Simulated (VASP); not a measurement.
Here is the system:

```yaml
crystal:
  lattice:
    - [3.51000, 0.00000, 0.00000]
    - [0.00000, 3.51000, 0.00000]
    - [0.00000, 0.00000, 3.51000]
  atoms:
    - { symbol: Si, position: [0.00000, 0.00000, 0.00000] }
    - { symbol: Ni, position: [0.00000, 0.50000, 0.50000] }
    - { symbol: Ni, position: [0.50000, 0.00000, 0.50000] }
    - { symbol: Ni, position: [0.50000, 0.50000, 0.00000] }
```

Level of theory: PBE GGA, VASP's PBE PAW potentials (set 64) (plane waves; VASP 6.6.1). Numerical set-up: 400 eV cut-off, 8×8×8 Γ-centred mesh, first-order Methfessel-Paxton smearing of 0.10 eV, potentials Si Ni.

Q: Predict the energy per atom (σ→0), pressure, band gap (on the k-mesh) with the smallest direct gap where there is one.

A: 
| Quantity | Result |
|---|---|
| band gap (on the k-mesh) | none (metal, semimetal or under 0.01 eV) |
| energy per atom (σ→0) | -5.920 eV/atom |
| pressure | -1.13 GPa |

Only differences to runs with the same potentials and settings are physical.

The compound is Ni3Si in the L1_2 structure. The cell was not relaxed at this level. The run is not spin-polarised, so no magnetic state was tried.
